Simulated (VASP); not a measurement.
# Tc: Tc into a neighbouring Tc vacancy, part 2 of 5

Wanted: the minimum-energy path in Tc for this move: Tc into a neighbouring Tc vacancy. The start is a cell from a database of measured crystal structures.

VASP 6.6.1; PBEsol; plane waves and PAW (Tc).

So far. Step 2 (Relax the host): The run ended after 9 ionic steps, 0.027 eV below its first step, once forces and stress met EDIFFG = -0.02.

## (3) Relax the start

System of this step: Tc. The cell holds 35 atoms: 35 Tc. Cell: a = 8.146 Å, b = 8.146 Å, c = 8.688 Å, α = 90.0°, β = 90.0°, γ = 120.0°. It derives from Tc. Nearest the centre at fractional (0.222, 0.278, 0.375): Tc2 at 1.39 Å, Tc12 at 2.31 Å, Tc18 at 2.32 Å, Tc19 at 2.32 Å, Tc8 at 2.36 Å, Tc25 at 2.99 Å, Tc24 at 3.01 Å, Tc27 at 3.01 Å.

A path needs two true minima; the start is relaxed with symmetry off.

Input file INCAR:

```
SYSTEM = Tc
PREC = Normal
ENCUT = 280
EDIFF = 1E-05
NELM = 120
ISMEAR = 1
SIGMA = 0.15
LREAL = Auto
ALGO = Fast
GGA = PS
NBANDS = 150
LASPH = .TRUE.
LORBIT = 11
LWAVE = .FALSE.
LCHARG = .FALSE.
KPAR = 6
IBRION = 2
NSW = 60
ISIF = 2
EDIFFG = -0.05
POTIM = 0.4
MAXMIX = 40
ISYM = 0
```

Input file POSCAR:

```
Tc
1.0
    8.1457419003      0.0000000000      0.0000000000
   -4.0728709500      7.0544194185      0.0000000000
    0.0000000000      0.0000000000      8.6876415836
Tc
35
Direct
    0.2242354106      0.1134404825      0.8757607061
    0.2203060069      0.4470112208      0.3760276082
    0.2217276214      0.4460919736      0.8758392897
    0.2229846870      0.7778583578      0.3762585993
    0.2201830950      0.7773159114      0.8738901031
    0.5570821932      0.1112237273      0.3743267292
    0.5532711757      0.1103819448      0.8750187443
    0.5567132775      0.4481132476      0.3773176009
    0.5462211455      0.4390888988      0.8745976535
    0.5548218138      0.7783834775      0.3755003013
    0.5591790764      0.7746250853      0.8741307077
    0.8948211804      0.1129445802      0.3765264520
    0.8852906334      0.1064386496      0.8753855241
    0.8874167137      0.4409647759      0.3734271297
    0.8873727685      0.4417659770      0.8747737707
    0.8891737709      0.7778786684      0.3738344555
    0.8916099757      0.7803043272      0.8757386315
    0.1101392890      0.2242965312      0.1238456245
    0.1117503748      0.2191835953      0.6271052139
    0.1092916845      0.5520152249      0.1242773655
    0.1116306425      0.5563289469      0.6227388843
    0.1086751320      0.8894547314      0.1239254860
    0.1127659988      0.8910422044      0.6212042924
    0.4468050357      0.2256942215      0.1243150573
    0.4435200193      0.2243549103      0.6255834645
    0.4461547188      0.5545768338      0.1215886754
    0.4435423540      0.5542915872      0.6267848891
    0.4426080533      0.8842652647      0.1222485903
    0.4475779872      0.8908160922      0.6235260825
    0.7784068260      0.2234854688      0.1260783233
    0.7802927709      0.2229493852      0.6247816937
    0.7786388051      0.5585486943      0.1198182617
    0.7774841208      0.5556491143      0.6217186746
    0.7776717011      0.8870424407      0.1269854521
    0.7784179742      0.8907860067      0.6278059252
```

Input file KPOINTS:

```
Automatic mesh
0
Gamma
3 3 2
0 0 0
```

Potentials, in the order of the species: Tc (PBE family, release 64).

On the command line:

```sh
> mpirun -np 6 vasp_std
```

The log of the run:

```text
[banner, memory and clock lines left out]
running    6 mpi-ranks, on    1 nodes
 distrk:  each k-point on    1 cores,    6 groups
 distr:  one band on    1 cores,    1 groups

 POSCAR found type information on POSCAR Tc
 POSCAR found :  1 types and      35 ions
 [... a notice as in an earlier step ...]

 [... a notice as in an earlier step ...]

 LDA part: xc-table for (Slater+PW92), standard interpolation
 POSCAR, INCAR and KPOINTS ok, starting setup
 FFT: planning ... GRIDC
 FFT: planning ... GRID_SOFT
 FFT: planning ... GRID
 WAVECAR not read
 entering main loop
       N       E                     dE             d eps       ncg     rms          rms(c)
DAV:   1     0.655267417952E+03    0.65527E+03   -0.76900E+04  3000   0.893E+02
DAV:   2    -0.317899809243E+03   -0.97317E+03   -0.90959E+03  3236   0.222E+02
DAV:   3    -0.415105767961E+03   -0.97206E+02   -0.89649E+02  4624   0.504E+01
DAV:   4    -0.419743337034E+03   -0.46376E+01   -0.45035E+01  4184   0.121E+01
DAV:   5    -0.419880338625E+03   -0.13700E+00   -0.13593E+00  4344   0.212E+00    0.103E+02
RMM:   6    -0.398097846624E+03    0.21782E+02   -0.41678E+01  3001   0.167E+01    0.378E+01
RMM:   7    -0.403813354650E+03   -0.57155E+01   -0.63662E+01  3339   0.149E+01    0.186E+01
RMM:   8    -0.391807990379E+03    0.12005E+02   -0.18337E+01  3076   0.796E+00    0.339E+00
RMM:   9    -0.392321312520E+03   -0.51332E+00   -0.86361E+00  3819   0.380E+00    0.258E+00
RMM:  10    -0.392209480868E+03    0.11183E+00   -0.73440E-01  3373   0.151E+00    0.142E+00
RMM:  11    -0.392176181640E+03    0.33299E-01   -0.20037E-01  3688   0.688E-01    0.948E-01
RMM:  12    -0.392157309045E+03    0.18873E-01   -0.11847E-01  3554   0.556E-01    0.755E-01
RMM:  13    -0.392155355796E+03    0.19532E-02   -0.45507E-02  3797   0.324E-01    0.682E-01
RMM:  14    -0.392147166992E+03    0.81888E-02   -0.16881E-02  3327   0.225E-01    0.243E-01
RMM:  15    -0.392147397338E+03   -0.23035E-03   -0.12752E-02  3919   0.147E-01    0.130E-01
RMM:  16    -0.392147332678E+03    0.64660E-04   -0.18695E-03  3445   0.728E-02    0.868E-02
RMM:  17    -0.392147266033E+03    0.66645E-04   -0.58318E-04  3316   0.436E-02    0.463E-02
RMM:  18    -0.392147292832E+03   -0.26799E-04   -0.25572E-04  3626   0.265E-02    0.306E-02
RMM:  19    -0.392147277260E+03    0.15573E-04   -0.56819E-05  2571   0.135E-02    0.163E-02
RMM:  20    -0.392147272040E+03    0.52195E-05   -0.21049E-05  1883   0.779E-03
   1 F= -.39214727E+03 E0= -.39214820E+03  d E =-.392147E+03
 curvature:   0.00 expect dE= 0.000E+00 dE for cont linesearch  0.000E+00
 trial: gam= 0.00000 g(F)=  0.213E+00 g(S)=  0.000E+00 ort = 0.000E+00 (trialstep = 0.100E+01)
 search vector abs. value=  0.213E+00
 bond charge predicted
       N       E                     dE             d eps       ncg     rms          rms(c)
DAV:   1    -0.392287371989E+03   -0.14009E+00   -0.25185E+01  3124   0.100E+01    0.113E+00
RMM:   2    -0.392309368323E+03   -0.21996E-01   -0.39360E-01  3047   0.162E+00    0.954E-01
RMM:   3    -0.392308343157E+03    0.10252E-02   -0.11419E-01  3602   0.654E-01    0.691E-01
RMM:   4    -0.392301966918E+03    0.63762E-02   -0.33219E-02  3412   0.343E-01    0.404E-01
RMM:   5    -0.392300297193E+03    0.16697E-02   -0.19600E-02  3625   0.229E-01    0.196E-01
RMM:   6    -0.392300212376E+03    0.84817E-04   -0.69178E-03  3740   0.137E-01    0.921E-02
RMM:   7    -0.392300161277E+03    0.51099E-04   -0.16190E-03  3821   0.644E-02    0.455E-02
RMM:   8    -0.392300139968E+03    0.21308E-04   -0.47579E-04  3630   0.337E-02    0.291E-02
RMM:   9    -0.392300137214E+03    0.27543E-05   -0.15214E-04  3418   0.211E-02    0.190E-02
RMM:  10    -0.392300136894E+03    0.31987E-06   -0.36756E-05  2041   0.114E-02
   2 F= -.39230014E+03 E0= -.39230265E+03  d E =-.152865E+00
[... from here on, the cycles between the ionic steps are left out ...]
   3 F= -.39233712E+03 E0= -.39234068E+03  d E =-.189849E+00
   4 F= -.39233715E+03 E0= -.39234067E+03  d E =-.189883E+00
   5 F= -.39235313E+03 E0= -.39235629E+03  d E =-.159737E-01
   6 F= -.39236629E+03 E0= -.39236897E+03  d E =-.291355E-01
   7 F= -.39237566E+03 E0= -.39237934E+03  d E =-.936555E-02
   8 F= -.39238199E+03 E0= -.39238762E+03  d E =-.157026E-01
   9 F= -.39239093E+03 E0= -.39239857E+03  d E =-.893829E-02
  10 F= -.39239480E+03 E0= -.39240375E+03  d E =-.128115E-01
  11 F= -.39239194E+03 E0= -.39240183E+03  d E =-.994759E-02
  12 F= -.39239549E+03 E0= -.39240491E+03  d E =-.135014E-01
  13 F= -.39240427E+03 E0= -.39241342E+03  d E =-.877946E-02
  14 F= -.39240545E+03 E0= -.39241425E+03  d E =-.995966E-02
  15 F= -.39240972E+03 E0= -.39241782E+03  d E =-.426246E-02
  16 F= -.39241000E+03 E0= -.39241791E+03  d E =-.454776E-02
 curvature:  -1.40 expect dE=-0.215E-02 dE for cont linesearch -0.834E-05
 trial: gam= 0.36950 g(F)=  0.153E-02 g(S)=  0.000E+00 ort = 0.168E-03 (trialstep = 0.186E+01)
 search vector abs. value=  0.230E-02
 bond charge predicted
       N       E                     dE             d eps       ncg     rms          rms(c)
DAV:   1    -0.392410792594E+03   -0.79843E-03   -0.89837E-01  3012   0.190E+00    0.152E-01
RMM:   2    -0.392411374688E+03   -0.58209E-03   -0.10441E-02  3016   0.293E-01    0.130E-01
RMM:   3    -0.392411517541E+03   -0.14285E-03   -0.38501E-03  3743   0.114E-01    0.789E-02
RMM:   4    -0.392411466831E+03    0.50710E-04   -0.85147E-04  3554   0.534E-02    0.519E-02
RMM:   5    -0.392411419759E+03    0.47072E-04   -0.47359E-04  3163   0.411E-02    0.303E-02
RMM:   6    -0.392411425685E+03   -0.59267E-05   -0.17726E-04  3595   0.235E-02    0.217E-02
RMM:   7    -0.392411421833E+03    0.38524E-05   -0.35298E-05  2061   0.115E-02
  17 F= -.39241142E+03 E0= -.39241904E+03  d E =-.142007E-02
 trial-energy change:   -0.001420  1 .order   -0.001207   -0.002975    0.000561
 step:   1.6397(harm=  1.5683)  dis= 0.00379  next Energy=  -392.411455 (dE=-0.145E-02)
 reached required accuracy - stopping structural energy minimisation
```

Wall time 6 min (6 MPI ranks of Intel Xeon 6975P-C (Granite Rapids), shared host); peak memory 2.2 GiB.

Parts of OUTCAR (step 3):

```text
 Found     10 irreducible k-points:

   k-points           NKPTS =     10   k-points in BZ     NKDIM =     10   number of bands    NBANDS=    150

   dimension x,y,z NGX =    36 NGY =   36 NGZ =   36
   dimension x,y,z NGXF=    72 NGYF=   72 NGZF=   72

   ENCUT  =  280.0 eV  20.58 Ry    4.54 a.u.  11.11 11.11 11.85*2*pi/ulx,y,z

   NELECT =     245.0000    total number of electrons

 E-fermi :  13.0713

 k-point     1 :       0.0000    0.0000    0.0000
  band No.  band energies     occupation
    ...
    120      12.9682      1.91119
    121      12.9688      1.90806
    122      12.9995      1.71642
    123      13.0771      0.93555
    124      13.0841      0.85662
    125      13.1260      0.42631
    126      13.1410      0.29988
    127      13.2119     -0.03454
    128      13.2227     -0.05203
    129      13.2724     -0.06741
    ...

 k-point     2 :       0.3333    0.0000    0.0000
  band No.  band energies     occupation
    ...
    121      12.9307      2.03477
    122      12.9375      2.02017
    123      13.0000      1.71283
    124      13.0053      1.67155
    125      13.0399      1.34609
    126      13.1666      0.12967
    127      13.2346     -0.06408
    128      13.2376     -0.06602
    129      13.2736     -0.06698
    130      13.3365     -0.03143
    ...

  Total       -6.6665072     -6.6387976    -15.3811539     -0.0286268      0.0012336      0.0161872
  in kB      -21.3951392    -21.3062095    -49.3634702     -0.0918732      0.0039589      0.0519505
  external PRESSURE =     -30.6882730 kB  Pullay stress =       0.0000000 kB

  energy-cutoff  :      280.00
  volume of cell :      499.22
      direct lattice vectors                 reciprocal lattice vectors
     8.145741900  0.000000000  0.000000000     0.122763526  0.070877555  0.000000000
    -4.072870950  7.054419419  0.000000000     0.000000000  0.141755110  0.000000000
     0.000000000  0.000000000  8.687641584     0.000000000  0.000000000  0.115106038

 POSITION                                       TOTAL-FORCE (eV/Angst)
 -----------------------------------------------------------------------------------
      1.35860      0.78383      7.64564        -0.038495      0.007662     -0.001857
     -0.01205      3.13441      3.29022        -0.015192      0.013772      0.000941
     -0.00438      3.11905      7.62927         0.005805     -0.005201     -0.002217
     -1.36406      5.47793      3.28961         0.013937     -0.015783     -0.002096
     -1.37474      5.49202      7.62730        -0.007753     -0.002868     -0.006297
      4.08170      0.79404      3.28626         0.019681      0.001949      0.017113
      4.05843      0.79716      7.62615        -0.003705     -0.004126     -0.004962
      2.72850      3.13699      3.28829         0.019626      0.008914      0.001163
      2.71827      3.11795      7.62719         0.001553     -0.017355      0.010193
      1.35685      5.48689      3.29014         0.009151     -0.005676      0.012870
      1.35763      5.48633      7.62917        -0.002553     -0.002913      0.003492
      6.78174      0.79521      3.28869        -0.010729      0.006673      0.010679
      6.79984      0.79423      7.62792         0.014197      0.008403      0.010145
      5.43148      3.13528      3.29861        -0.035288     -0.004017     -0.002325
      5.43120      3.13484      7.64782        -0.020729      0.033042      0.011002
      4.07806      5.47253      3.28944         0.016241     -0.007188     -0.009198
      4.08778      5.49251      7.62787         0.009590     -0.004226     -0.000704
      0.00481      1.56505      1.06303        -0.008911      0.006923     -0.018217
      0.02263      1.55361      5.36125         0.005160      0.011355      0.005972
     -1.35910      3.91930      1.04002         0.023131     -0.022893     -0.029686
     -1.36181      3.91670      5.39787        -0.028532     -0.019273      0.019741
     -2.71484      6.27589      1.06382         0.003045     -0.009586      0.001539
     -2.71550      6.29719      5.35761         0.009737     -0.006178     -0.005436
      2.71063      1.56507      1.08027        -0.008579     -0.007537     -0.019264
      2.69307      1.55403      5.34398         0.006727      0.005494      0.010326
      1.35695      3.92240      1.07607         0.009342     -0.004196     -0.007086
      1.35767      3.92911      5.39711         0.009631     -0.003691     -0.004486
      0.00304      6.26892      1.06506        -0.005783      0.003531      0.015729
      0.00905      6.26624      5.39964        -0.000497      0.000269     -0.017163
      5.43024      1.56815      1.03294        -0.000607      0.019914      0.014076
      5.43163      1.57419      5.40591        -0.011940      0.000801     -0.018286
      4.07336      3.91858      1.03135         0.006463     -0.008018      0.002930
      4.07931      3.91475      5.41028        -0.001402      0.001312     -0.010561
      2.71188      6.26768      1.08482         0.022799      0.023540      0.010419
      2.70735      6.26571      5.39208        -0.005124     -0.002831      0.001511
 -----------------------------------------------------------------------------------
    total drift:                               -0.048305      0.018314      0.092147

  FREE ENERGIE OF THE ION-ELECTRON SYSTEM (eV)
  ---------------------------------------------------
  free  energy   TOTEN  =      -392.4114218329 eV

  energy  without entropy=     -392.4342691528  energy(sigma->0) =     -392.41903761

 total charge
# of ion       s       p       d       tot
------------------------------------------
    1        0.594   0.739   5.506   6.840
    2        0.584   0.692   5.489   6.765
    3        0.586   0.744   5.494   6.824
    4        0.583   0.691   5.487   6.762
    5        0.586   0.745   5.495   6.826
    6        0.585   0.694   5.490   6.769
    7        0.586   0.744   5.494   6.823
    8        0.585   0.694   5.490   6.770
    9        0.586   0.743   5.492   6.821
   10        0.593   0.741   5.517   6.852
   11        0.589   0.730   5.486   6.804
   12        0.584   0.692   5.489   6.765
   13        0.586   0.744   5.494   6.824
   14        0.587   0.749   5.514   6.850
   15        0.597   0.754   5.540   6.891
   16        0.584   0.693   5.488   6.765
   17        0.586   0.744   5.495   6.825
   18        0.588   0.689   5.481   6.758
   19        0.583   0.687   5.458   6.728
   20        0.593   0.740   5.506   6.839
   21        0.592   0.738   5.499   6.829
   22        0.587   0.689   5.481   6.758
   23        0.583   0.687   5.458   6.728
   24        0.586   0.688   5.478   6.752
   25        0.582   0.686   5.456   6.725
   26        0.593   0.752   5.492   6.837
   27        0.594   0.753   5.497   6.844
   28        0.593   0.752   5.493   6.838
   29        0.594   0.754   5.497   6.845
   30        0.594   0.740   5.507   6.841
   31        0.592   0.738   5.499   6.828
   32        0.594   0.741   5.506   6.841
   33        0.591   0.738   5.498   6.827
   34        0.593   0.752   5.492   6.836
   35        0.595   0.754   5.497   6.846
--------------------------------------------------
tot         20.611  25.410 192.255 238.277

[... 1 part as in an earlier step ...]

[... 7 further parts left out ...]
```

This run has no spin polarisation. Its electron count is odd, so without a moment it is a metal by construction.

The steps of the relaxation:

```tsv
step	energy less that of the first step (eV)	largest force (eV/Å)
1	0.0000	0.8650
2	-0.1529	0.3334
3	-0.1898	0.1996
4	-0.1899	0.1958
5	-0.2059	0.1393
6	-0.2190	0.1374
7	-0.2284	0.1027
8	-0.2347	0.1133
9	-0.2437	0.1314
10	-0.2475	0.1450
11	-0.2447	0.1473
12	-0.2482	0.1517
13	-0.2570	0.0761
14	-0.2582	0.0841
15	-0.2624	0.0725
16	-0.2627	0.0867
17	-0.2642	0.0441
```

The atoms that moved most (Å):

```tsv
atom	dx	dy	dz	length
Tc25	-0.006	-0.029	-0.091	0.095
Tc19	0.005	0.007	-0.087	0.087
Tc9	0.057	0.020	0.029	0.067
Tc35	-0.005	-0.018	-0.062	0.065
Tc30	0.000	-0.008	-0.062	0.063
Tc14	-0.001	0.025	0.054	0.060
Tc11	-0.042	0.022	0.035	0.059
Tc13	0.022	0.043	0.023	0.054
```

The relaxed structure:

```xyz
35
Lattice="8.1457 0.0000 0.0000 -4.0729 7.0544 0.0000 0.0000 0.0000 8.6876" Properties=species:S:1:pos:R:3 pbc="T T T"
Tc    1.3586    0.7838    7.6456
Tc   -0.0120    3.1344    3.2902
Tc   -0.0044    3.1190    7.6293
Tc   -1.3641    5.4779    3.2896
Tc   -1.3747    5.4920    7.6273
Tc    4.0817    0.7940    3.2863
Tc    4.0584    0.7972    7.6261
Tc    2.7285    3.1370    3.2883
Tc    2.7183    3.1180    7.6272
Tc    1.3569    5.4869    3.2901
Tc    1.3576    5.4863    7.6292
Tc    6.7817    0.7952    3.2887
Tc    6.7998    0.7942    7.6279
Tc    5.4315    3.1353    3.2986
Tc    5.4312    3.1348    7.6478
Tc    4.0781    5.4725    3.2894
Tc    4.0878    5.4925    7.6279
Tc    0.0048    1.5650    1.0630
Tc    0.0226    1.5536    5.3613
Tc   -1.3591    3.9193    1.0400
Tc   -1.3618    3.9167    5.3979
Tc   -2.7148    6.2759    1.0638
Tc   -2.7155    6.2972    5.3576
Tc    2.7106    1.5651    1.0803
Tc    2.6931    1.5540    5.3440
Tc    1.3569    3.9224    1.0761
Tc    1.3577    3.9291    5.3971
Tc    0.0030    6.2689    1.0651
Tc    0.0091    6.2662    5.3996
Tc    5.4302    1.5682    1.0329
Tc    5.4316    1.5742    5.4059
Tc    4.0734    3.9186    1.0313
Tc    4.0793    3.9147    5.4103
Tc    2.7119    6.2677    1.0848
Tc    2.7073    6.2657    5.3921
```

Numbers from this step:

```yaml
electronic_cycles: 142
electrons: 245
free_energy_toten: -392.4114 eV
energy_at_zero_smearing: -392.4190 eV
fermi_energy: 13.07 eV
```

The run ended after 17 ionic steps, 0.264 eV below its first step, once the forces on the free atoms met EDIFFG = -0.05.

(Continued in part 3 of 5.)

[Lines on the potential files, build, host, timing and source positions are cut from VASP's logs without a mark.]

[Logs are printed without paths, hosts, clocks, repeated set-up lines and the standing remarks that a program may print on its own settings, such as how far it seeks lower states.]

[Hosts, paths, dates, database ids (printed as entryN), source tags and the programs' standing remarks are cut or masked in the printed files.]

[Runs that stopped without an error message from VASP are left out.]
